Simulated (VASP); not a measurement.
Runs of VASP 6.6.1 on ZrC. The structure is cubic, space group Fm-3m (No. 225). Conventional cell: a = 4.700 Å, b = 4.700 Å, c = 4.700 Å, α = 90.00°, β = 90.00°, γ = 90.00°. Zr (site symmetry m-3m) is surrounded by 6 C at 2.35 Å. C (site symmetry m-3m) is surrounded by 6 Zr at 2.35 Å. 

```csv
task,level,potentials or basis,cell,cutoff (eV),gap on the mesh (eV),pressure (GPa),relaxed volume (Å³/atom)
relaxation of cell and atoms,PBEsol,"VASP PAW PBE potentials, release 64 (Zr_sv, C)",relaxed,580,none,0.0,12.74
relaxation of cell and atoms,PBE,"VASP PAW PBE potentials, release 64 (Zr_sv, C)",relaxed,600,none,0.0,13.06
relaxation of cell and atoms,PBEsol,"VASP PAW PBE potentials, release 64 (Zr_sv, C)",relaxed,600,none,0.0,12.74
single point,PBEsol,"VASP PAW PBE potentials, release 64 (Zr_sv, C)",as given,520,none,(b),-
relaxation of cell and atoms,PBE+D3(BJ),"VASP PAW PBE potentials, release 64 (Zr_sv, C)",relaxed,600,none,0.0,(a)
relaxation of cell and atoms,LDA,"VASP PAW LDA potentials, release 64 (Zr_sv, C)",relaxed,600,none,0.0,12.53
relaxation of cell and atoms,PBEsol,"VASP PAW PBE potentials, release 64 (Zr_sv, C_s)",relaxed,480,none,0.0,12.74
relaxation of cell and atoms,RPBE,"VASP PAW PBE potentials, release 64 (Zr_sv, C)",relaxed,600,none,0.0,13.26
```

Alike in all rows: no spin polarisation; k mesh 16 × 16 × 16; smearing gaussian 0.1 eV.

Fill in the values left out.

(a) 12.76; (b) -4.2.

Caveats: the PAW data sets were made with another functional, which shifts forces and pressure a little (some runs); pairwise dispersion overbinds metals, which lowers pressure and volume (some runs).

A k mesh can miss the band edges, and the runs leave out spin-orbit coupling on Zr.

A gap of «none» marks a metal or a gap under the smearing width.

Not every run made on this cell is shown here.
